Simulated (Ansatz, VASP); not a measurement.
# AgF: VASP beside Ansatz

One calculation is typed for both programs; each brings its own data sets. How far apart do they land? The cell is generated by rule, not measured, and may not be a known phase. The structure shown is the end of the Ansatz relaxation below.

Program: Ansatz 0.2.0. Level of theory: plane waves, with VASP 6.6.1 beside it; single point at PBEsol. Results are calculated unless marked as measured.

### 1. The structure

The structure is hexagonal, space group P6_3/mmc (No. 194). The conventional cell has a = 2.977 Å, b = 2.977 Å, c = 6.987 Å, α = 90.00°, β = 90.00°, γ = 120.00°. Ag has 6 F at 2.45 Å nearest. F has 6 Ag at 2.45 Å nearest. Farther neighbours and most contacts between anions are not listed.

### 2. Ansatz: relaxation, PBEsol

Ansatz runs on its default PAW (the set named soft_2) files.

This run makes the geometry at which the two programs are then compared.

File input.yaml:

```yaml
crystal:
  lattice:
    - [2.9766464118, 2.5258e-06, 0.0]
    - [-1.4883253933, 2.5778501478, 0.0]
    - [0.0, 0.0, 6.8643533922]
  atoms:
    - { symbol: Ag, position: [0.0, 0.0, 0.0] }
    - { symbol: Ag, position: [0.0, 0.0, 0.5] }
    - { symbol: F, position: [0.3333333333, 0.6666666667, 0.25] }
    - { symbol: F, position: [0.6666666667, 0.3333333333, 0.75] }
kpoints:
  mp_grid: { grid: [15, 15, 6] }
hamiltonian:
  xc: pbesol
scf:
  occupations: { method: methfessel_paxton, width: 0.15 }
output:
  forces: true
  stress: true
  eigenvalues: true
relax:
  adjacent_minimum: "off"
  f_tol: 0.001
  max_steps: 60
  cell: { stress_tol: 0.02, fix: [a, b, gamma] }
```

The run is started by

```
$ ansatz run input.yaml --threads 8 --pin off --max-ram 14336MiB --backend cpu --events-out ev --progress --plain --runs-dir out
```

Numbers of over 12 decimals in the logs are rounded to 6 here.

The program printed:

```text
Engine: ansatz 0.2.0, aarch64-unknown-linux-gnu
Pseudopotentials: kind: paw
Pseudopotential: Ag, paw, valence charge 19, recommended cutoff 420 eV (normal), Ag.paw.azcp
Pseudopotential: F, paw, valence charge 7, recommended cutoff 420 eV (normal), F.paw.azcp
Functional definition: PBEsol
  exchange = pbesol_x
  correlation = pbesol_c
Crystal: 4 atoms, lattice volume = 52.673 Å³
Basis set: ecut = 420 eV, 1031 PW (Γ), exchange–correlation on 40×40×96 points (8 copies of the dense FFT grid, shifted against one another)
Bands: 32, of which v1, the nominal top of the filled ones, is band 26 counted from 1 (25 counted from 0)
Symmetry: 24 space group operations
Space group: P63/mmc (ITA 194), of the structure as read, at distance tolerance 3.7e-5 Å
k-points: 108 of 1350
Non-local potential: Ag, projectors of the file, l = 0: 3, l = 1: 2, l = 2: 2, l = 3: 1
Non-local potential: F, projectors of the file, l = 0: 2, l = 1: 2, l = 2: 1
PAW form: soft (Blöchl's): semilocal exchange-correlation on the pseudo side does not see the compensation charge
PAW frozen core: Ag, regenerated for the run's functional, and the local potential with it (the file was generated under x = pbe(κ = 0.804, μ = 0.219515), c = pbe(β = 0.066725))
PAW frozen core: F, regenerated for the run's functional, and the local potential with it (the file was generated under x = pbe(κ = 0.804, μ = 0.219515), c = pbe(β = 0.066725))
PAW one-centre angular grid: Ag, 590 points (default); XC on 64 Gauss nodes
PAW one-centre angular grid: F, 110 points (default); XC on 64 Gauss nodes
Initial density: superposition of atomic densities (neutral atoms: chi_scale 0, normalization atom), corrected by the library's trained network
Initial wavefunctions: pseudopotential atomic-orbital guess
Functional: x = pbesol(κ = 0.804, μ = 0.123457), c = pbesol(β = 0.046)
SCF iter   1: F=—  HF=-16643.157992 eV  |F-HF|=—  |Δ(HF+E_count)|=         —  Δρ=1.78e-2  dr2=1.15e-1  ethr=1.77e-3  ⟨swp⟩=5.1  Hψ=11895  notcnv=0
preconditioner: auto → LDOS  [metal: Δε(μ)=0.074 eV  Ē_g=13.481 eV  σ=0.150 eV  W_gap=0.37  n_scr=22 (ndim 8)  ℏωp=30.7 eV  f_vac=0.022  D(μ)=1.30/eV (n_scr^D=4)  β→1.0]
SCF iter   2: F=—  HF=-16643.191791 eV  |F-HF|=—  |Δ(HF+E_count)|=   3.38e-2  S|Δr|=    0.00e0  Δρ=2.42e-2  dr2=2.03e-1  ethr=2.22e-4  ⟨swp⟩=2.0  Hψ=7384  notcnv=0  defer=176
SCF iter   3: F=—  HF=-16643.133402 eV  |F-HF|=—  |Δ(HF+E_count)|=   5.84e-2  S|Δr|=    0.00e0  Δρ=7.62e-3  dr2=1.97e-2  ethr=2.22e-4  ⟨swp⟩=2.0  Hψ=5400  notcnv=0  defer=176
SCF iter   4: F=—  HF=-16643.127187 eV  |F-HF|=—  |Δ(HF+E_count)|=   6.22e-3  S|Δr|=    0.00e0  Δρ=6.48e-4  dr2=2.01e-4  ethr=3.78e-5  ⟨swp⟩=2.0  Hψ=5041  notcnv=0  defer=176
SCF iter   5: F=—  HF=-16643.127151 eV  |F-HF|=—  |Δ(HF+E_count)|=   3.53e-5  S|Δr|=    0.00e0  Δρ=6.84e-5  dr2=9.97e-7  ethr=3.86e-7  ⟨swp⟩=2.2  Hψ=5211  notcnv=0  defer=176
SCF iter   6: F=—  HF=-16643.127134 eV  |F-HF|=—  |Δ(HF+E_count)|=   1.80e-5  S|Δr|=    0.00e0  Δρ=7.13e-6  dr2=1.56e-8  ethr=1.92e-10  ⟨swp⟩=8.0  Hψ=14737  notcnv=0
SCF iter   7: F=-16643.127134 eV  HF=-16643.127134 eV  |F-HF|=1.82e-11  |Δ(HF+E_count)|=   1.89e-9  S|Δr|=    0.00e0  Δρ=7.04e-7  dr2=1.07e-10  ethr=3.00e-11  ⟨swp⟩=1.4  Hψ=10121  notcnv=0
SCF 1 converged in 7 iterations: F = -16643.127134 eV  dr2 = 1.07e-10
  greatest PAW one-centre occupation: 1.001 electrons in one spin orbital (limit 2), on the Ag atom at site 1 (counted from 0), in its partial waves of l = 0
relax step   1: F+E_penalty+E_count = -16643.12713351 eV  Δ(F+E_penalty+E_count) = +0.000e0 eV  max|allowed force component| = 2.891e-18 eV/Å  Δτ_max = 0.0000 Å  P = +3.352 GPa  Ω = 52.673 Å³  fix = [a, b, gamma]  reactions: a +3.082, b +3.082 GPa  (7 SCF iters, dr2 threshold 1.00e-7 eV, accepted)
[...]
relax step   4: F+E_penalty+E_count = -16643.13840915 eV  Δ(F+E_penalty+E_count) = -3.184e-3 eV  max|allowed force component| = 3.527e-17 eV/Å  Δτ_max = 0.0000 Å  P = +1.026 GPa  Ω = 53.570 Å³  fix = [a, b, gamma]  reactions: a +1.442, b +1.442 GPa  stress off target by 1.94e-1 GPa on what of the cell is left free  SCF on the basis re-selected at this cell (its energy is not comparable with the rows above)  (8 SCF iters)
[...]
relax step   5: F+E_penalty+E_count = -16643.13829961 eV  Δ(F+E_penalty+E_count) = +1.095e-4 eV  max|allowed force component| = 9.830e-18 eV/Å  Δτ_max = 0.0000 Å  P = +0.912 GPa  Ω = 53.616 Å³  energy of the carried Pulay correction = -1.381e-4 eV  fix = [a, b, gamma]  reactions: a +1.365, b +1.365 GPa  (5 SCF iters, dr2 threshold 9.39e-8 eV, accepted)
[...]
relax step   6: F+E_penalty+E_count = -16643.13845462 eV  Δ(F+E_penalty+E_count) = -1.550e-4 eV  max|allowed force component| = 1.446e-17 eV/Å  Δτ_max = 0.0000 Å  P = +0.914 GPa  Ω = 53.616 Å³  fix = [a, b, gamma]  reactions: a +1.365, b +1.365 GPa  stress off target by 1.19e-2 GPa on what of the cell is left free  SCF on the basis re-selected at this cell (its energy is not comparable with the rows above)  (6 SCF iters)
basis re-selected at this cell: Δ(F+E_penalty+E_count) = -1.550e-4 eV, ΔP = +0.002 GPa vs the last step (what re-selecting the basis moved, of the pressure what is left beyond the Pulay correction that the steps carried, after the strain that the cell walked since its last selection, with what the two solves' SCF thresholds leave and, on support functions, any second-order correction that the steps lacked; it is no m [...]
SCF converged after 6 iterations
Stability not checked: this state was not tested for a lower state beside it, because cold or Methfessel-Paxton smearing, or corrected tetrahedra, fill the levels in a way that the test cannot read (fill_not_monotonic; see scf.lower_state_search)
Free energy (F): -16643.138455 eV
Harris-Foulkes:  -16643.138455 eV  (|F-HF|=3.64e-12)
Internal energy: -16643.141764 eV  (E = F + TS)
E sigma→0 (E₀):  -16643.139282 eV
Entropy (-TS):   0.003309 eV (0.827 meV/atom)
Fermi energy:    10.616136 eV
--- Per-component energies (eV) ---
  E_band       = -609.414096
  E_kinetic    = 1466.056759
  E_local      = -5817.786050  (includes V_loc(G=0)·N_el)
  E_nonlocal   = 320.947789
  E_hartree    = 2524.705350
  E_xc         = -520.119753
  E_vxc        = -665.573812  (∫ρ·V_xc dr)
  E_paw        = -8061.922647  (= ΣΔE_a)
  E_vpaw       = -962.473884  (= ΣTr[D̂ρ^β])
  E_aug_tail   = 0.004425  (compensation charges beyond the density's cutoff)
  E_ewald      = -6555.758000
  E_core_change = 0.730363  (= ΣΔE_core)
  E_smearing   = 0.003309  (= −TS)
  E_closure    = -0.000000  (closes the sum)
  Σ components = -16643.138455   (vs F -16643.138455, Δ=0.00e0)
--- Forces (eV/Å), atoms counted from 1 ---
  atom   1  Ag     0.00000000    -0.00000000    -0.00000000
  atom   2  Ag     0.00000000     0.00000000    -0.00000000
  atom   3  F      0.00000000    -0.00000000     0.00000000
  atom   4  F      0.00000000     0.00000000     0.00000000
  max |Σ_I F_I| component: 2.54e-17 eV/Å
--- Stress (GPa, compression-positive) ---
        1.365180      -0.000000       0.000000
       -0.000000       1.365180       0.000000
        0.000000       0.000000       0.011859
  P = ⅓ Tr σ = 0.9141 GPa (9.141 kbar)
--- Band table (eV; the first three rows and the last of 108) ---
  k-point 0: bands = [... 22 lower, 9.3431, 9.3431, 10.0671, 10.0671, 10.1473, 14.4268, 16.2978, 23.0341, ... 2 higher]
  k-point 1: bands = [... 22 lower, 9.3885, 9.3885, 10.0214, 10.0214, 10.3692, 13.8274, 16.9609, 22.2531, ... 2 higher]
  k-point 2: bands = [... 22 lower, 9.5223, 9.5223, 9.8935, 9.8935, 10.9730, 12.8198, 18.1658, 20.9030, ... 2 higher]
  k-point 107: bands = [... 22 lower, 9.5602, 9.5602, 10.5777, 10.5777, 18.5908, 18.5908, 18.6163, 18.6163, ... 2 higher]
--- Relaxed structure (4 steps of the walk, 4 accepted, 2 SCFs on fresh bases) ---
  F+E_penalty+E_count = -16643.13845462 eV   max|allowed force component| = 1.446e-17 eV/Å   (the final SCF, on the basis selected at the relaxed cell)
  cell:  # Å, volume = 53.6157 Å³
    - [2.976646, 2.5257959790197832e-6, 0.0]
    - [-1.488325, 2.577850, 0.0]
    - [0.0, 0.0, 6.987259]
  atoms:
    - { symbol: Ag, position: [0, 0, 0] }
    - { symbol: Ag, position: [0, 0, 0.500000] }
    - { symbol: F, position: [0.333333, 0.666667, 0.250000] }
    - { symbol: F, position: [0.666667, 0.333333, 0.75] }
```

### 3. VASP: single point, PBEsol, pair 1

The same cell, functional, mesh and smearing now go to VASP, with its own data sets.

Lines of VASP's logs that name or quote its potential files are left out, and so is its time.

File INCAR:

```
SYSTEM = AgF
PREC = Accurate
ENCUT = 600
EDIFF = 1E-06
NELM = 120
ISMEAR = 1
SIGMA = 0.15
LREAL = .FALSE.
ALGO = Normal
GGA = PS
NBANDS = 24
LASPH = .TRUE.
LORBIT = 11
LWAVE = .FALSE.
LCHARG = .FALSE.
ISIF = 2
GGA_COMPAT = .FALSE.
KPAR = 2
```

File POSCAR:

```
AgF
1.0
    2.9766464118      0.0000025258      0.0000000000
   -1.4883253933      2.5778501478      0.0000000000
    0.0000000000      0.0000000000      6.9872588985
Ag F
2 2
Direct
    0.0000000000      0.0000000000      0.0000000000
    0.0000000000      0.0000000000      0.5000000000
    0.3333333333      0.6666666667      0.2500000000
    0.6666666667      0.3333333333      0.7500000000
```

File KPOINTS:

```
Automatic mesh
0
Gamma
15 15 6
0 0 0
```

Potentials, in the order of the species: Ag and F (PBE family, release 64).

The run is started by

```
$ mpirun -np 2 vasp_std
```

The program printed:

```text
[banner, memory and clock lines left out]
running    2 mpi-ranks, on    1 nodes
 distrk:  each k-point on    1 cores,    2 groups
 distr:  one band on    1 cores,    1 groups

 POSCAR found type information on POSCAR AgF
 POSCAR found :  2 types and       4 ions
|                                                                             |
|               ----> ADVICE to this user running VASP <----                  |
|                                                                             |
|     You enforced a specific xc type in the INCAR file but a different       |
|     [... a line on the potential file left out ...]
|     I HOPE YOU KNOW WHAT YOU ARE DOING!                                     |
|                                                                             |

 LDA part: xc-table for (Slater+PW92), standard interpolation
 POSCAR, INCAR and KPOINTS ok, starting setup
 FFT: planning ... GRIDC
 FFT: planning ... GRID_SOFT
 FFT: planning ... GRID
 WAVECAR not read
 entering main loop
       N       E                     dE             d eps       ncg     rms          rms(c)
DAV:   1     0.284364362296E+03    0.28436E+03   -0.21481E+04  5184   0.166E+03
DAV:   2    -0.322769119682E+01   -0.28759E+03   -0.27479E+03  5800   0.380E+02
DAV:   3    -0.154992938951E+02   -0.12272E+02   -0.12204E+02  5976   0.835E+01
DAV:   4    -0.155672592352E+02   -0.67965E-01   -0.67959E-01  5936   0.639E+00
DAV:   5    -0.155676617440E+02   -0.40251E-03   -0.40251E-03  6200   0.502E-01    0.897E+00
DAV:   6    -0.140412547751E+02    0.15264E+01   -0.57974E+00  6440   0.263E+01    0.722E+00
DAV:   7    -0.139720131724E+02    0.69242E-01   -0.59833E-01  5360   0.868E+00    0.473E+00
DAV:   8    -0.139559558831E+02    0.16057E-01   -0.34747E-01  6128   0.495E+00    0.143E+00
DAV:   9    -0.139360034231E+02    0.19952E-01   -0.42756E-02  6120   0.237E+00    0.342E-01
DAV:  10    -0.139358144919E+02    0.18893E-03   -0.84231E-03  5592   0.718E-01    0.683E-02
DAV:  11    -0.139358389773E+02   -0.24485E-04   -0.10727E-04  6360   0.888E-02    0.475E-02
DAV:  12    -0.139358312292E+02    0.77481E-05   -0.26382E-05  5744   0.691E-02    0.950E-03
DAV:  13    -0.139358310987E+02    0.13050E-06   -0.58502E-06  5840   0.190E-02
   1 F= -.13935831E+02 E0= -.13936926E+02  d E =0.328487E-02
```

From OUTCAR (step 3):

```text
ion  position               nearest neighbor table
   1  0.000  0.000  0.000-   3 2.45   4 2.45   3 2.45   4 2.45   4 2.45   3 2.45   2 3.49   2 3.49

  LATTYP: Found a hexagonal cell.
 ALAT       =     2.9766464118
 C/A-ratio  =     2.3473593877

 Subroutine GETGRP returns: Found 24 space group operations
 (whereof 12 operations were pure point group operations)

The static configuration has the point symmetry D_3d.
 The point group associated with its full space group is D_6h.

 Found    108 irreducible k-points:

   k-points           NKPTS =    108   k-points in BZ     NKDIM =    108   number of bands    NBANDS=     24

   dimension x,y,z NGX =    24 NGY =   24 NGZ =   56
   dimension x,y,z NGXF=    48 NGYF=   48 NGZF=  112

   ENCUT  =  600.0 eV  44.10 Ry    6.64 a.u.   5.95  5.95 13.96*2*pi/ulx,y,z

   NELECT =      36.0000    total number of electrons

 k-points in reciprocal lattice and weights: Automatic mesh
   0.00000000  0.00000000  0.00000000       0.001
   0.06666667  0.00000000  0.00000000       0.004
   0.13333333  0.00000000  0.00000000       0.004
   0.20000000  0.00000000  0.00000000       0.004
   0.26666667  0.00000000  0.00000000       0.004
   0.33333333  0.00000000  0.00000000       0.004
   0.40000000  0.00000000  0.00000000       0.004
   0.46666667 -0.00000000  0.00000000       0.004
   0.06666667  0.06666667  0.00000000       0.004
[...]
0.33333333  0.26666667  0.50000000       0.009
   0.33333333  0.33333333  0.50000000       0.001

 average (electrostatic) potential at core
       1 -72.5532       2 -72.5532       3 -74.2940       4 -74.2940

 E-fermi :   3.9792

 k-point     1 :       0.0000    0.0000    0.0000
  band No.  band energies     occupation
    ...
     15       2.7052      2.00000
     16       2.7052      2.00000
     17       3.4317      2.00000
     18       3.4317      2.00000
     19       3.5061      2.00008
     20       7.7906      0.00000
     21       9.6544      0.00000
     22      16.3981      0.00000
     23      18.8637      0.00000
     24      22.2453      0.00000

 k-point     2 :       0.0667    0.0000    0.0000
  band No.  band energies     occupation
    ...
     15       2.6945      2.00000
     16       2.7520      2.00000
     17       3.3163      2.00000
     18       3.4471      2.00001
     19       3.7601      2.05869
     20       7.7858      0.00000
     21       9.8843      0.00000
     22      16.4536      0.00000
     23      18.9072      0.00000
     24      21.8328      0.00000

 k-point     3 :       0.1333    0.0000    0.0000
  band No.  band energies     occupation
    ...
     14       2.2448      2.00000
     15       2.6645      2.00000
     16       2.8951      2.00000
     17       3.0267      2.00000
     18       3.4905      2.00004
     19       4.3243     -0.00539
     20       7.7854      0.00000
     21      10.5059      0.00000
     22      16.5953      0.00000
     23      19.0225      0.00000
    ...

  Total        0.3221222      0.3221222     -0.1783256      0.0000000     -0.0000000      0.0000000
  in kB        9.6258537      9.6258537     -5.3288346      0.0000000     -0.0000000      0.0000000
  external PRESSURE =       4.6409576 kB  Pullay stress =       0.0000000 kB

  energy-cutoff  :      600.00
  volume of cell :       53.62
      direct lattice vectors                 reciprocal lattice vectors
     2.976646412  0.000002526  0.000000000     0.335948370  0.193960262  0.000000000
    -1.488325393  2.577850148  0.000000000    -0.000000329  0.387919954  0.000000000
     0.000000000  0.000000000  6.987258899     0.000000000  0.000000000  0.143117639

 POSITION                                       TOTAL-FORCE (eV/Angst)
 -----------------------------------------------------------------------------------
      0.00000      0.00000      0.00000        -0.000000     -0.000000     -0.000000
      0.00000      0.00000      3.49363        -0.000000     -0.000000     -0.000000
     -0.00000      1.71857      1.74681         0.000000     -0.000000      0.000000
      1.48832      0.85929      5.24044        -0.000000      0.000000     -0.000000
 -----------------------------------------------------------------------------------
    total drift:                               -0.000000      0.000000      0.000000

  FREE ENERGIE OF THE ION-ELECTRON SYSTEM (eV)
  ---------------------------------------------------
  free  energy   TOTEN  =       -13.9358310987 eV

  energy  without entropy=      -13.9391159691  energy(sigma->0) =      -13.93692606

 total charge
# of ion       s       p       d       tot
------------------------------------------
    1        0.207   0.163   9.332   9.703
    2        0.207   0.163   9.332   9.703
    3        1.740   4.259   0.000   5.999
    4        1.740   4.259   0.000   5.999
--------------------------------------------------
tot          3.894   8.843  18.665  31.402

[... 3 further parts left out ...]
```

The run ends at a pressure of 0.46 GPa.

### 4. Side by side

Known differences besides the potentials themselves: the data sets hold 52 valence electrons in Ansatz (on its default PAW (the set named soft_2) files) and 36 in VASP; the cutoff is 420 eV in Ansatz and 600 eV in VASP; Ansatz makes its cores anew for this functional, VASP keeps those of its PBE data sets; Ansatz's pressure holds a Pulay correction, VASP's none. Total energies have different zeros and are not compared.

Compared:

```csv
quantity,Ansatz,VASP,difference
pressure (GPa),0.91,0.46,+0.45
```

### 5. Ansatz: relaxation, PBEsol

This run makes the geometry at which the two programs are then compared. The cell compared in this pair holds 55.94 Å³, against 53.62 Å³ for the pair before.

The structure compared here is the end of the Ansatz relaxation.

Edit input.yaml of step 2 so:

```diff
@@ -2,4 +2,4 @@
   lattice:
-    - [2.9766464118, 2.5258e-06, 0.0]
-    - [-1.4883253933, 2.5778501478, 0.0]
+    - [3.0981421837, 2.6289e-06, 0.0]
+    - [-1.5490733685, 2.6830685212, 0.0]
     - [0.0, 0.0, 6.8643533922]
@@ -20,2 +20,6 @@
   eigenvalues: true
+  write_density: true
+  write_potential: true
+  elf: true
+  volumetric_format: npy
 relax:
```

The run is started by

```
$ ansatz run input.yaml --threads 8 --pin off --max-ram 14336MiB --backend cpu --events-out ev --progress --plain --runs-dir out
```

The program printed:

```text
[...]
Crystal: 4 atoms, lattice volume = 57.060 Å³
Basis set: ecut = 420 eV, 1115 PW (Γ), exchange–correlation on 48×48×96 points (8 copies of the dense FFT grid, shifted against one another)
Bands: 32, of which v1, the nominal top of the filled ones, is band 26 counted from 1 (25 counted from 0)
Symmetry: 24 space group operations
[...]
k-points: 108 of 1350
[...]
--- Relaxed structure (4 steps of the walk, 4 accepted, 2 SCFs on fresh bases) ---
[...]
cell:  # Å, volume = 55.9432 Å³
    - [3.098142, 2.628874490294115e-6, 0]
    - [-1.549073, 2.683069, 0]
    - [0, 0, 6.729983]
  atoms:
    - { symbol: Ag, position: [0, 0, 0] }
    - { symbol: Ag, position: [0, 0, 0.500000] }
    - { symbol: F, position: [0.333333, 0.666667, 0.250000] }
    - { symbol: F, position: [0.666667, 0.333333, 0.750000] }
[key lines of the parts left out:]
SCF converged after 6 iterations
Free energy (F): -16643.141041 eV
Fermi energy:    10.002577 eV
P = ⅓ Tr σ = -0.5316 GPa (-5.316 kbar)
```

(Continued in part 2 of 2.)

[Lines on the potential files, build, host, timing and source positions are cut from VASP's logs without a mark.]

[Logs are printed without paths, hosts, clocks, repeated set-up lines and the standing remarks that a program may print on its own settings, such as how far it seeks lower states.]

[Hosts, paths, dates, database ids (printed as entryN), source tags and the programs' standing remarks are cut or masked in the printed files.]
